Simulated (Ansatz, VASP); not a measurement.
# BH2N (H-BN-H chair bilayer, AA): VASP beside Ansatz

Aim: how closely do two programs agree when they are given the same cell, functional and k mesh? The structure shown is the start of the Ansatz relaxation below; VASP solves that cell, so the two are compared at the walk's first step.

Method: plane waves, with VASP 6.6.1 beside it; single point at PBEsol with D3(BJ), in Ansatz 0.2.0.

**1. Starting point**

The cell holds 8 atoms: 4 H, 2 N and 2 B. Cell: a = 2.558 Å, b = 2.558 Å, c = 39.147 Å, α = 90.0°, β = 90.0°, γ = 120.0°. Vacuum lies along c. The height across the vacuum is the one that the program set for its solve, not the one typed.

**2. Ansatz: relaxation, PBEsol with D3(BJ)**

Ansatz runs on its default PAW (the set named soft_2) files.

The two programs are compared at the cell with which this relaxation starts, whose forces are those of its first step.

File input.yaml:

```yaml
crystal:
  lattice:
    - [2.5575, 0.0, 0.0]
    - [-1.27875, 2.2148599702, 0.0]
    - [0.0, 0.0, 25.6733333333]
  atoms:
    - { symbol: H, position: [0.6666666667, 0.3333333333, 0.3505582965] }
    - { symbol: "N", position: [0.6666666667, 0.3333333333, 0.3902882368] }
    - { symbol: B, position: [0.3333333333, 0.6666666667, 0.4104128798] }
    - { symbol: H, position: [0.3333333333, 0.6666666667, 0.4552064399] }
    - { symbol: H, position: [0.6666666667, 0.3333333333, 0.5447935601] }
    - { symbol: "N", position: [0.6666666667, 0.3333333333, 0.5845235004] }
    - { symbol: B, position: [0.3333333333, 0.6666666667, 0.6046481433] }
    - { symbol: H, position: [0.3333333333, 0.6666666667, 0.6494417035] }
  periodic: [true, true, false]
kpoints:
  mp_grid: { grid: [12, 12, 1] }
hamiltonian:
  xc: pbesol
  dispersion: d3bj
scf:
  occupations: { method: fermi_dirac, width: 0.05 }
  convergence: { dr2_threshold: 1.0e-09 }
relax:
  f_tol: 0.004
  max_steps: 90
  cell: {}
output:
  write_potential: true
  write_density: true
  volumetric_format: npy
```

On the command line:

```
$ ansatz run input.yaml --threads 2 --pin off --max-ram 3072MiB --backend cpu --events-out ev --progress --plain --runs-dir out
```

Numbers of over 12 decimals in the logs are rounded to 6 here.

The program printed:

```text
Warning: crystal.periodic: the lattice vector that does not repeat stood 0.000° off the slab's normal, 25.673 Å along it as the deck builds it. The run solves the slab on a vector along the normal, 39.147 Å long, with every atom where it was (on the deck's vector they left 18.00 Å outside them, and the widest stretch free of ions among them is 2.30 Å). A fractional position that the run reports is one of the run's ce [...]
Warning: relax.cell: scf.convergence.dr2_threshold = 1e-9 eV is looser than the 2.56125635816e-10 eV advised for a relaxation that steers and ends on the stress (1e-10 eV for each atom of the cell: 8, times the square of relax.cell.stress_2d_tol = 0.05 N/m over 17.7 Å (the atoms' height at the walk's start and 5 Å past either face), 2.829e-2 GPa, over a crystal's default 0.05). What an SCF threshold leaves in a stress goes as its square root, and in the free energy as the threshold itself, and one threshold admits the most on a small cell: [figures from the program's tests cut] Set scf.convergence.dr2_threshold to 2.56125635816e-10 eV or tighter. [rest of the remark cut]
crystal.periodic: the lattice vector that does not repeat stood 0.000° off the slab's normal, 25.673 Å along it as the deck builds it. The run solves the slab on a vector along the normal, 39.147 Å long, with every atom where it was (on the deck's vector they left 18.00 Å outside them, and the widest stretch free of ions among them is 2.30 Å). A fractional position that the run reports is one of the run's cell, which [...]
Engine: ansatz 0.2.0, aarch64-unknown-linux-gnu
Pseudopotentials: kind: paw
Pseudopotential: H, paw, valence charge 1, recommended cutoff 420 eV (normal), H.paw.azcp
[...]
SCF iter   7: F=—  HF=-1129.919447 eV  |F-HF|=—  |Δ(HF+E_count)|=   1.07e-8  Δρ=1.19e-6  dr2=5.04e-8  ethr=1.16e-9  ⟨swp⟩=1.4  Hψ=381  notcnv=0
SCF iter   8: F=—  HF=-1129.919447 eV  |F-HF|=—  |Δ(HF+E_count)|=   6.49e-9  Δρ=4.51e-7  dr2=4.52e-9  ethr=2.52e-10  ⟨swp⟩=1.7  Hψ=411  notcnv=0
SCF iter   9: F=-1129.919447 eV  HF=-1129.919447 eV  |F-HF|=1.20e-9  |Δ(HF+E_count)|=   6.28e-9  Δρ=1.71e-7  dr2=1.23e-10  ethr=5.00e-12  ⟨swp⟩=10.2  Hψ=2067  notcnv=0
SCF 6 converged in 9 iterations: F = -1129.919447 eV  dr2 = 1.23e-10
relax step   6: F+E_penalty+E_count = -1129.91944659 eV  Δ(F+E_penalty+E_count) = -4.927e-5 eV  max|allowed force component| = 2.530e-3 eV/Å  Δτ_max = 0.0039 Å  P = -0.024 N/m  Ω = 222.662 Å³  energy of the carried Pulay correction = -9.236e-4 eV  fix = [c, alpha, beta]  reactions: c -0.000 N/m  (9 SCF iters, accepted)
Initial wavefunctions: pseudopotential atomic-orbital guess (no wavefunctions were taken with the density)
iter 1 solved again at ethr=5.17e-7 eV; its pass at ethr=3.10e-3 eV (dr2=1.03e-4 eV) is discarded
SCF iter   1: F=—  HF=-1129.920061 eV  |F-HF|=—  |Δ(HF+E_count)|=         —  Δρ=3.65e-5  dr2=2.30e-5  ethr=5.17e-7  ⟨swp⟩=4.7  Hψ=4656  notcnv=0
preconditioner: auto → LDOS  [insulator: Δε(μ)=0.140 eV  Ē_g=14.247 eV  σ=0.050 eV  W_gap=0.60  n_scr=22 (ndim 8)  ℏωp=11.1 eV  f_vac=0.746  D(μ)=0.44/eV (n_scr^D=6)  ε∞_Penn≈1.6  β→1.0]
SCF iter   2: F=—  HF=-1129.920458 eV  |F-HF|=—  |Δ(HF+E_count)|=   3.96e-4  Δρ=1.72e-5  dr2=1.29e-5  ethr=1.15e-7  ⟨swp⟩=2.4  Hψ=495  notcnv=0
SCF iter   3: F=—  HF=-1129.920440 eV  |F-HF|=—  |Δ(HF+E_count)|=   1.77e-5  Δρ=7.28e-6  dr2=2.21e-6  ethr=6.44e-8  ⟨swp⟩=1.5  Hψ=360  notcnv=0
SCF iter   4: F=—  HF=-1129.920431 eV  |F-HF|=—  |Δ(HF+E_count)|=   9.30e-6  Δρ=4.41e-6  dr2=9.40e-7  ethr=1.11e-8  ⟨swp⟩=1.8  Hψ=387  notcnv=0
SCF iter   5: F=—  HF=-1129.920433 eV  |F-HF|=—  |Δ(HF+E_count)|=   1.91e-6  Δρ=2.01e-6  dr2=2.53e-7  ethr=4.70e-9  ⟨swp⟩=1.6  Hψ=369  notcnv=0
SCF iter   6: F=—  HF=-1129.920434 eV  |F-HF|=—  |Δ(HF+E_count)|=   1.86e-6  Δρ=1.49e-6  dr2=9.94e-8  ethr=1.26e-9  ⟨swp⟩=1.9  Hψ=381  notcnv=0
SCF iter   7: F=—  HF=-1129.920434 eV  |F-HF|=—  |Δ(HF+E_count)|=   1.38e-7  Δρ=1.05e-6  dr2=6.54e-8  ethr=4.97e-10  ⟨swp⟩=1.4  Hψ=364  notcnv=0
SCF iter   8: F=—  HF=-1129.920435 eV  |F-HF|=—  |Δ(HF+E_count)|=   2.18e-7  Δρ=5.35e-7  dr2=1.59e-8  ethr=3.27e-10  ⟨swp⟩=1.3  Hψ=348  notcnv=0
SCF iter   9: F=-1129.920435 eV  HF=-1129.920435 eV  |F-HF|=5.16e-9  |Δ(HF+E_count)|=   2.61e-7  Δρ=4.89e-8  dr2=1.61e-11  ethr=5.00e-12  ⟨swp⟩=14.0  Hψ=2857  notcnv=0
SCF 7 converged in 9 iterations: F = -1129.920435 eV  dr2 = 1.61e-11
relax step   7: F+E_penalty+E_count = -1129.92043478 eV  Δ(F+E_penalty+E_count) = -9.882e-4 eV  max|allowed force component| = 2.212e-3 eV/Å  Δτ_max = 0.0000 Å  P = -0.002 N/m  Ω = 222.662 Å³  fix = [c, alpha, beta]  reactions: c -0.000 N/m  stress off target by 1.69e-3 N/m on what of the cell is left free  SCF on the basis re-selected at this cell (its energy is not comparable with the rows above)  (9 SCF iters)
basis re-selected at this cell: Δ(F+E_penalty+E_count) = -9.882e-4 eV, ΔP = +0.023 N/m vs the last step (what re-selecting the basis moved, of the pressure what is left beyond the Pulay correction that the steps carried, after the strain that the cell walked since its last selection, with what the two solves' SCF thresholds leave and, on support functions, any second-order correction that the steps lacked; it is no m [...]
WARN: The output density's exchange-correlation potential varies sharply where the density is thin. Do not read a vacuum level from v_tot or v_xc, or from such a field of the output density. On a cell that repeats whose density bears no net charge and no dipole along the vacuum's axis use v_es (v_loc + v_h of the components); under efield.dipole_correction with no amplitude use v_es + v_field, which holds any externa [...]
SCF converged after 9 iterations
Free energy (F): -1129.920435 eV
Harris-Foulkes:  -1129.920435 eV  (|F-HF|=5.16e-9)
Internal energy: -1129.916506 eV  (E = F + TS)
E sigma→0 (E₀):  -1129.918471 eV
Entropy (-TS):   -0.003928 eV (-0.491 meV/atom)
Fermi energy:    -5.005335 eV
--- Per-component energies (eV) ---
  E_band       = -257.678879
  E_kinetic    = 422.219854
  E_local      = -45915.059725  (includes V_loc(G=0)·N_el)
  E_nonlocal   = 120.891616
  E_hartree    = 22718.595606
  E_xc         = -219.074613
  E_vxc        = -275.113147  (∫ρ·V_xc dr)
  E_paw        = -399.223701  (= ΣΔE_a)
  E_vpaw       = -47.804214  (= ΣTr[D̂ρ^β])
  E_aug_tail   = -0.004959  (compensation charges beyond the density's cutoff)
  E_ewald      = 22142.053472
  E_disp       = -0.399674  (pairwise vdW)
  E_core_change = 0.085620  (= ΣΔE_core)
  E_smearing   = -0.003928  (= −TS)
  E_closure    = -0.000000  (closes the sum)
  Σ components = -1129.920435   (vs F -1129.920435, Δ=0.00e0)
--- Forces (eV/Å), atoms counted from 1 ---
  atom   1  H      0.00000000     0.00000000    -0.00026684
  atom   2  N      0.00000000     0.00000000     0.00186949
  atom   3  B      0.00000000     0.00000000    -0.00122958
  atom   4  H      0.00000000    -0.00000000    -0.00056968
  atom   5  H     -0.00000000     0.00000000     0.00005420
  atom   6  N      0.00000000     0.00000000     0.00221237
  atom   7  B      0.00000000     0.00000000    -0.00165891
  atom   8  H      0.00000000    -0.00000000    -0.00040849
  max |Σ_I F_I| component: 2.56e-6 eV/Å
--- 2D stress c σ (N/m, compression-positive) ---
       -0.001688      -0.000000      -0.000000
        0.000000      -0.001688      -0.000000
       -0.000000      -0.000000      -0.000000
  P = ½ c Tr σ = -0.0017 N/m
--- Band table (eV; the first three rows and the last of 19) ---
  k-point 0: bands = ["-26.0441", "-22.6353", "-16.7980", "-13.4052", "-10.2210", "-8.3804", "-8.3804", "-6.5276", "-5.0888", "-4.9442", "-4.9442", "-3.4795", "-2.6119", "-1.3732", "-0.0166", "0.5999", "2.0860", "2.4635"]
  k-point 1: bands = ["-25.9118", "-22.5029", "-16.6689", "-13.2777", "-10.1258", "-9.0106", "-8.5989", "-6.4388", "-5.5749", "-5.1609", "-4.9252", "-3.2805", "-2.4119", "-1.1732", "0.1169", "0.7217", "2.3009", "2.6534"]
  k-point 2: bands = ["-25.5245", "-22.1150", "-16.2976", "-12.9107", "-10.5861", "-9.8123", "-9.1377", "-7.1297", "-6.1652", "-5.6960", "-4.4395", "-2.6842", "-1.8114", "-0.5732", "0.3277", "1.1280", "2.1548", "3.2257"]
  k-point 18: bands = ["-22.6488", "-19.2383", "-15.0011", "-14.5498", "-13.4578", "-11.5716", "-11.0967", "-10.0795", "-8.8885", "-5.2651", "0.2207", "1.2730", "2.6516", "3.3845", "3.6275", "4.3191", "5.0875", "6.1559"]
  the weakly bound empty levels are not read free of the cell's end (no_gap_told)
--- Relaxed structure (6 steps of the walk, 6 accepted, 1 SCFs on fresh bases) ---
  F+E_penalty+E_count = -1129.92043478 eV   max|allowed force component| = 2.212e-3 eV/Å   (the final SCF, on the basis selected at the relaxed cell)
  cell:  # Å, volume = 222.6624 Å³
    - [2.562777, 3.905410460322351e-19, 0]
    - [-1.281388, 2.219430, 0]
    - [0, 0, 39.146667]
  atoms:
    - { symbol: H, position: [0.666667, 0.333333, 0.236413] }
    - { symbol: N, position: [0.666667, 0.333333, 0.262936] }
    - { symbol: B, position: [0.333333, 0.666667, 0.275962] }
    - { symbol: H, position: [0.333333, 0.666667, 0.306879] }
    - { symbol: H, position: [0.666667, 0.333333, 0.349422] }
    - { symbol: N, position: [0.666667, 0.333333, 0.375907] }
    - { symbol: B, position: [0.333333, 0.666667, 0.389186] }
    - { symbol: H, position: [0.333333, 0.666667, 0.419951] }
```

In the SCF lines HF is the Harris–Foulkes energy and dr2 the Hartree energy of the density residual, in eV; the loop may stop once dr2 is under the threshold and the program's other checks hold. Hψ counts applications of the Hamiltonian.

**3. VASP: single point, PBEsol with D3(BJ), start cell**

The same cell, functional, mesh and smearing now go to VASP, with its own data sets.

Lines of VASP's logs that name or quote its potential files are left out, and so is its time.

File INCAR:

```
SYSTEM = BH2N
PREC = Accurate
ENCUT = 520
EDIFF = 1E-06
NELM = 120
ISMEAR = -1
SIGMA = 0.05
LREAL = .FALSE.
ALGO = Normal
GGA = PS
IVDW = 12
NBANDS = 18
LORBIT = 11
LWAVE = .FALSE.
LCHARG = .FALSE.
ISIF = 2
LDIPOL = .TRUE.
IDIPOL = 3
DIPOL = 0.5 0.5 0.327
LVHAR = .TRUE.
LASPH = .TRUE.
GGA_COMPAT = .FALSE.
NELMDL = -8
KPAR = 2
```

File POSCAR:

```
BH2N
1.0
    2.5575000000      0.0000000000      0.0000000000
   -1.2787500000      2.2148600000      0.0000000000
    0.0000000000      0.0000000000     39.1466670000
H N B
4 2 2
Direct
    0.6666667419      0.3333334838      0.2299046302
    0.3333332581      0.6666665162      0.2985354283
    0.6666667419      0.3333334838      0.3572888338
    0.3333332581      0.6666665162      0.4259196064
    0.6666667419      0.3333334838      0.2559604883
    0.6666667419      0.3333334838      0.3833446919
    0.3333332581      0.6666665162      0.2691587256
    0.3333332581      0.6666665162      0.3965429036
```

File KPOINTS:

```
Automatic mesh
0
Gamma
12 12 1
0 0 0
```

PAW data sets: H, N and B (PBE family, release 64).

On the command line:

```
$ mpirun -np 2 vasp_std
```

The program printed:

```text
[banner, memory and clock lines left out]
running    2 mpi-ranks, on    1 nodes
 distrk:  each k-point on    1 cores,    2 groups
 distr:  one band on    1 cores,    1 groups

 POSCAR found type information on POSCAR H N B
 POSCAR found :  3 types and       8 ions
|                                                                             |
|               ----> ADVICE to this user running VASP <----                  |
|                                                                             |
|     You enforced a specific xc type in the INCAR file but a different       |
|     [... a line on the potential file left out ...]
|     I HOPE YOU KNOW WHAT YOU ARE DOING!                                     |
|                                                                             |

 LDA part: xc-table for (Slater+PW92), standard interpolation
 POSCAR, INCAR and KPOINTS ok, starting setup
 FFT: planning ... GRIDC
 FFT: planning ... GRID_SOFT
 FFT: planning ... GRID
 WAVECAR not read
 entering main loop
       N       E                     dE             d eps       ncg     rms          rms(c)
DAV:   1     0.158806728850E+03    0.15881E+03   -0.76198E+03   700   0.825E+02
DAV:   2    -0.319805136021E+02   -0.19079E+03   -0.17099E+03  1000   0.192E+02
DAV:   3    -0.531646024656E+02   -0.21184E+02   -0.21102E+02   860   0.828E+01
DAV:   4    -0.537174446116E+02   -0.55284E+00   -0.55151E+00  1042   0.159E+01
DAV:   5    -0.537284879997E+02   -0.11043E-01   -0.11037E-01   960   0.188E+00
DAV:   6    -0.537288254419E+02   -0.33744E-03   -0.33725E-03  1046   0.360E-01
DAV:   7    -0.537288380009E+02   -0.12559E-04   -0.12557E-04   964   0.585E-02
DAV:   8    -0.537288385342E+02   -0.53326E-06   -0.53319E-06   976   0.125E-02    0.115E+01
DAV:   9    -0.499289215076E+02    0.37999E+01   -0.55984E+00   972   0.162E+01    0.589E+00
DAV:  10    -0.491626499663E+02    0.76627E+00   -0.22879E+00   986   0.905E+00    0.305E+00
DAV:  11    -0.490477038882E+02    0.11495E+00   -0.54506E-01   958   0.439E+00    0.728E-01
DAV:  12    -0.490389837417E+02    0.87201E-02   -0.61713E-02   936   0.157E+00    0.346E-01
DAV:  13    -0.490440673804E+02   -0.50836E-02   -0.82779E-02   900   0.112E+00    0.282E-01
DAV:  14    -0.490388686182E+02    0.51988E-02   -0.47267E-03   874   0.442E-01    0.178E-01
[...]
DAV:  21    -0.490337135156E+02   -0.37588E-04   -0.16983E-05   800   0.176E-02    0.267E-03
DAV:  22    -0.490337596976E+02   -0.46182E-04   -0.13909E-05   696   0.721E-03    0.179E-03
DAV:  23    -0.490337809705E+02   -0.21273E-04   -0.32736E-06   654   0.335E-03    0.117E-03
DAV:  24    -0.490338043074E+02   -0.23337E-04   -0.50181E-06   650   0.409E-03    0.799E-04
DAV:  25    -0.490338088923E+02   -0.45848E-05   -0.35507E-07   666   0.240E-03    0.486E-04
DAV:  26    -0.490338135601E+02   -0.46678E-05   -0.48793E-07   628   0.202E-03    0.612E-04
DAV:  27    -0.490338147751E+02   -0.12150E-05   -0.11175E-07   616   0.932E-04    0.284E-04
DAV:  28    -0.490338149736E+02   -0.19841E-06   -0.44813E-08   602   0.737E-04
   1 F= -.49405865E+02 E0= -.49404250E+02  d E =-.323029E-02
```

[end of part 1 of 2]

[Lines on the potential files, build, host, timing and source positions are cut from VASP's logs without a mark.]

[Logs are printed without paths, hosts, clocks, repeated set-up lines and the standing remarks that a program may print on its own settings, such as how far it seeks lower states.]

[Hosts, paths, dates, database ids (printed as entryN), source tags and the programs' standing remarks are cut or masked in the printed files.]
